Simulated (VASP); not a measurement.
Input:

```
ZrS2
1.0
    1.77564    -3.07550     0.00000
    1.77564     3.07550     0.00000
    0.00000     0.00000     5.42729
Zr S
1 2
Direct
  0.00000   0.00000   0.00000
  0.33333   0.66667   0.27117
  0.66667   0.33333   0.72883
```

Method: PBEsol GGA, VASP's PBE PAW potentials (set 64) (plane waves; VASP). Run with 500 eV cut-off, 7×7×4 Γ-centred mesh, Gaussian smearing of 0.050 eV, potentials Zr_sv S.

Without a dispersion term in the relaxation, distances and binding between the weakly bound layers, chains or molecules are unreliable, and so is what depends on them.

Task: Estimate the energy per atom (σ→0), pressure.

Result: 
| Property | Result |
|---|---|
| energy per atom (σ→0) | -7.485 eV/atom |
| pressure | 5.00 GPa |

The compound is ZrS2 in the 1T layered structure. It was relaxed first under an external pressure of 5 GPa.
